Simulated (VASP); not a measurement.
```
CELL_PARAMETERS angstrom
      1.11329    -1.92828     0.00000
      1.11329     1.92828     0.00000
      0.00000     0.00000     3.52329
ATOMIC_POSITIONS crystal
  Be 0.33333 0.66667 0.25000
  Be 0.66667 0.33333 0.75000
```

The numbers are results of PBEsol GGA, VASP's PBE PAW potentials (set 64) (plane waves; VASP), not measurements. Numerical set-up: 500 eV cut-off, 19×19×10 Γ-centred mesh, first-order Methfessel-Paxton smearing of 0.10 eV, potentials Be.

Energy and stress use the plane-wave basis of the starting cell.

The ions, cell shape and volume at an external pressure of 10.0 GPa are relaxed. What does this cell relax into?

```
CELL_PARAMETERS angstrom
      1.10139    -1.90766     0.00000
      1.10139     1.90766     0.00000
      0.00000     0.00000     3.48104
ATOMIC_POSITIONS crystal
  Be 0.33333 0.66667 0.25000
  Be 0.66667 0.33333 0.75000
```
Space group P6_3/mmc (194), at a tolerance of 0.03 Å.

How do energy and volume change from the first to the last step?

The energy (σ→0) changes by +11.6 meV/atom and the volume by -3.3 %, in 3 ionic steps.

The compound is Be in the hcp structure. This run relaxes it under an external pressure of 10 GPa. Symmetry was kept, so distortions that lower it aren't found.
